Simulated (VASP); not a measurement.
Runs of VASP 6.6.1 on Y. The structure is hexagonal, space group P6_3/mmc (No. 194). The conventional cell has a = 3.595 Å, b = 3.595 Å, c = 5.579 Å, α = 90.00°, β = 90.00°, γ = 120.00°. Around Y (site symmetry -6m2) lie 12 Y at 3.48 to 3.60 Å. 

```tsv
level	k mesh	cutoff (eV)	smearing	gap on the mesh (eV)	pressure (GPa)
PBEsol	15 × 15 × 8	520	gaussian 0.5 eV	none	(a)
PBEsol	15 × 15 × 8	700	gaussian 0.1 eV	none	0.0
PBEsol	21 × 21 × 12	520	gaussian 0.1 eV	none	0.0
PBEsol	15 × 15 × 8	900	gaussian 0.1 eV	none	0.0
r2SCAN	15 × 15 × 8	520	gaussian 0.1 eV	none	3.2
```

Alike in all rows: task single point; potentials or basis VASP PAW PBE potentials, release 64 (Y_sv); no spin polarisation; cell as given.

Task: Fill in the values left out.

Result: (a) 0.4.

Caveats: the PAW data sets were made with another functional, which shifts forces and pressure a little.

A k mesh can miss the band edges, and the runs leave out spin-orbit coupling on Y.

A gap of «none» marks a metal or a gap under the smearing width.

Not every run made on this cell is shown here.
